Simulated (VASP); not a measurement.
Output of a VASP run:

**OSZICAR**
```
...
DAV:  22    -0.760963474994E+02    0.39317E-02   -0.66803E-03  1370   0.628E-01    0.806E-01
DAV:  23    -0.760962561561E+02    0.91343E-04   -0.16879E-03  1550   0.298E-01    0.516E-01
DAV:  24    -0.760966039076E+02   -0.34775E-03   -0.16778E-03  1546   0.428E-01    0.766E-01
DAV:  25    -0.761017368676E+02   -0.51330E-02   -0.48892E-03  1304   0.443E-01    0.569E-01
DAV:  26    -0.761020866994E+02   -0.34983E-03   -0.20174E-03  1520   0.274E-01    0.165E-01
DAV:  27    -0.761021548745E+02   -0.68175E-04   -0.12677E-04  1298   0.822E-02    0.144E-01
DAV:  28    -0.761021833526E+02   -0.28478E-04   -0.14645E-04  1508   0.103E-01    0.400E-02
DAV:  29    -0.761021879284E+02   -0.45758E-05   -0.34560E-05  1256   0.416E-02    0.350E-02
DAV:  30    -0.761021859898E+02    0.19386E-05   -0.12601E-05  1364   0.208E-02    0.188E-02
DAV:  31    -0.761021854254E+02    0.56439E-06   -0.13017E-06   922   0.817E-03
   1 F= -.76102185E+02 E0= -.76102275E+02  d E =-.761022E+02
       N       E                     dE             d eps       ncg     rms          rms(c)
DAV:   1    -0.763943130389E+02   -0.29213E+00   -0.69157E+00  1322   0.294E+01    0.463E+00
DAV:   2    -0.761271441016E+02    0.26717E+00   -0.71262E-01  1310   0.112E+01    0.152E+00
DAV:   3    -0.761148318840E+02    0.12312E-01   -0.68643E-02  1280   0.260E+00    0.140E+00
DAV:   4    -0.760846092245E+02    0.30223E-01   -0.37372E-02  1232   0.156E+00    0.304E-01
DAV:   5    -0.761049846924E+02   -0.20375E-01   -0.24297E-02  1232   0.135E+00    0.135E-01
DAV:   6    -0.761091662600E+02   -0.41816E-02   -0.42658E-03  1232   0.561E-01    0.107E-01
DAV:   7    -0.761093688437E+02   -0.20258E-03   -0.73162E-04  1304   0.236E-01    0.369E-02
DAV:   8    -0.761096014845E+02   -0.23264E-03   -0.28637E-04  1244   0.154E-01    0.108E-02
DAV:   9    -0.761096555484E+02   -0.54064E-04   -0.36400E-05  1334   0.541E-02    0.113E-02
DAV:  10    -0.761096534796E+02    0.20688E-05   -0.18933E-05  1256   0.386E-02    0.459E-03
DAV:  11    -0.761096639080E+02   -0.10428E-04   -0.10046E-05  1244   0.353E-02    0.206E-03
DAV:  12    -0.761096691990E+02   -0.52909E-05   -0.67099E-07   850   0.852E-03    0.152E-03
DAV:  13    -0.761096672488E+02    0.19501E-05   -0.20407E-07   640   0.447E-03    0.100E-03
DAV:  14    -0.761096701224E+02   -0.28736E-05   -0.41462E-07   628   0.807E-03    0.521E-04
DAV:  15    -0.761096694037E+02    0.71867E-06   -0.93445E-08   622   0.348E-03
   2 F= -.76109669E+02 E0= -.76109762E+02  d E =-.748398E-02
       N       E                     dE             d eps       ncg     rms          rms(c)
DAV:   1    -0.761383087437E+02   -0.28639E-01   -0.63878E-01  1322   0.877E+00    0.131E+00
DAV:   2    -0.761122606181E+02    0.26048E-01   -0.72165E-02  1292   0.351E+00    0.424E-01
DAV:   3    -0.761115979575E+02    0.66266E-03   -0.68488E-03  1268   0.791E-01    0.377E-01
DAV:   4    -0.761086119452E+02    0.29860E-02   -0.34690E-03  1232   0.470E-01    0.816E-02
DAV:   5    -0.761105112794E+02   -0.18993E-02   -0.29827E-03  1232   0.471E-01    0.444E-02
DAV:   6    -0.761113240495E+02   -0.81277E-03   -0.62662E-04  1232   0.216E-01    0.341E-02
DAV:   7    -0.761113387712E+02   -0.14722E-04   -0.86119E-05  1328   0.811E-02    0.985E-03
DAV:   8    -0.761113648337E+02   -0.26063E-04   -0.36559E-05  1244   0.557E-02    0.261E-03
DAV:   9    -0.761113748763E+02   -0.10043E-04   -0.39849E-06  1110   0.175E-02    0.255E-03
DAV:  10    -0.761113741115E+02    0.76478E-06   -0.20013E-06  1038   0.113E-02
   3 F= -.76111374E+02 E0= -.76111466E+02  d E =-.918869E-02
```

### OUTCAR
```
------------------------ aborting loop because EDIFF is reached ----------------------------------------
  FORCE on cell =-STRESS in cart. coord.  units (eV):
  Direction    XX          YY          ZZ          XY          YZ          ZX
  --------------------------------------------------------------------------------------
  Total       -0.0022345     -0.0022345      0.0166888      0.0000000      0.0000000      0.0000000
  in kB       -0.0298602     -0.0298602      0.2230136      0.0000000      0.0000000      0.0000000
  external PRESSURE =       0.0544311 kB  Pullay stress =       0.0000000 kB
  volume of cell :      119.90
      direct lattice vectors                 reciprocal lattice vectors
     4.387984159 -0.000000000  0.000000000     0.227895080  0.131575298  0.000000000
    -2.193992080  3.800105398  0.000000000     0.000000000  0.263150596  0.000000000
     0.000000000 -0.000000000  7.190233508     0.000000000  0.000000000  0.139077542
 POSITION                                       TOTAL-FORCE (eV/Angst)
 -----------------------------------------------------------------------------------
      2.19399      1.26670      3.40101        -0.000000      0.000000     -0.000608
     -2.19399      3.80011      0.17775        -0.000000     -0.000000     -0.001327
      4.38798     -0.00000      4.53370         0.000000     -0.000000     -0.000585
      2.19399      1.26670      0.86095         0.000000      0.000000      0.002520
 -----------------------------------------------------------------------------------
    total drift:                               -0.001982      0.001141      0.004823
  FREE ENERGIE OF THE ION-ELECTRON SYSTEM (eV)
  ---------------------------------------------------
  free  energy   TOTEN  =       -76.1113741115 eV

  energy  without entropy=      -76.1116498539  energy(sigma->0) =      -76.11146603

 reached required accuracy - stopping structural energy minimisation
```
(Selected blocks of OUTCAR.)

File POSCAR:
```
Cd2TeS
1
    4.3600950776     0.0000000000    -0.0000000000
   -2.1800475388     3.7759527514     0.0000000000
   -0.0000000000    -0.0000000000     7.1297580782
Cd Te S
2 1 1
Direct
  0.6666670000   0.3333330000   0.4729384739
  0.0000000000   0.0000000000   0.0245777156
  0.0000000000   0.0000000000   0.6303826770
  0.6666670000   0.3333330000   0.1201011335
```

Write an INCAR and KPOINTS that could have produced this output.

One answer among several that fit: the input of the run itself, r2SCAN meta-GGA, plane waves, VASP's PBE PAW potentials (set 64).

**KPOINTS**
```
kpoints
0
G
  7 7 4
0 0 0
```

INCAR:
```
ALGO = Normal
EDIFF = 1E-6
EDIFFG = -0.02
ENCUT = 400
IBRION = 2
ISIF = 3
ISMEAR = 1
LASPH = .True.
LCHARG = .False.
LMAXMIX = 4
LMIXTAU = .True.
LREAL = .False.
LWAVE = .False.
METAGGA = R2SCAN
NELM = 100
NSW = 60
PREC = Accurate
SIGMA = 0.1
SYSTEM = Cd2TeS
```

POTCAR, in this order: Cd Te S (PBE.64 set). Program: vasp_std.

Energy and stress use the plane-wave basis of the starting cell.

The structure comes from a computed database's Cd2TeS entry (P3m1); how it stands against other phases isn't given here. This run relaxes it. Symmetry was kept, so distortions that lower it aren't found. The start is the result of an earlier pass.
